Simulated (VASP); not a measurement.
An input for Quantum ESPRESSO's pw.x (written as the equivalent of a VASP run, and not itself run):

```
&CONTROL
  calculation = 'scf'
  pseudo_dir = './pseudo'
  outdir = './out'
  tprnfor = .true.
  tstress = .true.
/
&SYSTEM
  ibrav = 0
  nat = 2
  ntyp = 2
  ecutwfc = 82
  occupations = 'smearing'
  smearing = 'gaussian'
  degauss = 0.003675
  input_dft = 'revpbe'
/
&ELECTRONS
  conv_thr = 7.3e-08
  electron_maxstep = 100
/
ATOMIC_SPECIES
  Ag 107.868 Ag.upf
  Br 79.904 Br.upf
CELL_PARAMETERS angstrom
     0.0000000    2.8103870    2.8756820
     2.8204600    0.0000000    2.8756820
     2.8204600    2.8103870    0.0000000
ATOMIC_POSITIONS crystal
  Ag   0.0000000  0.0000000  0.0000000
  Br   0.4946230  0.5053770  0.5053770
K_POINTS automatic
  7 7 7 0 0 0
```

Task: Write the VASP files for the same calculation (revPBE).

Result: One answer among several that fit: 
**INCAR**
```
SYSTEM = AgBr
PREC = Accurate
ENCUT = 400
EDIFF = 1E-6
NELM = 100
ALGO = Normal
LREAL = .FALSE.
LASPH = .TRUE.
ISMEAR = 0
SIGMA = 0.05
GGA = RE
LMAXMIX = 4
LWAVE = .FALSE.
LCHARG = .FALSE.
ISIF = 2
```

File POSCAR:
```
AgBr
1
    0.0000000000     2.8103870000     2.8756820000
    2.8204600000     0.0000000000     2.8756820000
    2.8204600000     2.8103870000     0.0000000000
Ag Br
1 1
Direct
  0.0000000000   0.0000000000   0.0000000000
  0.4946230000   0.5053770000   0.5053770000
```

File KPOINTS:
```
K-points
0
gamma
7 7 7
0 0 0
```

POTCAR, in this order: Ag Br (PBE.64 set). Program: vasp_std.

The two are equivalent in intent, not identical: the potentials are each code's own (VASP's PAW set, PseudoDojo norm-conserving files in pw.x), so ENCUT and ecutwfc are chosen apart and not converted; conv_thr bounds pw.x's estimated SCF error, while EDIFF bounds the energy change between steps.

The compound is AgBr in the rock salt structure. The cell was not relaxed at this level, atoms are displaced from their ideal sites. The run is one of a series of settings (GGA = RE against the base run), some of them coarse on purpose.
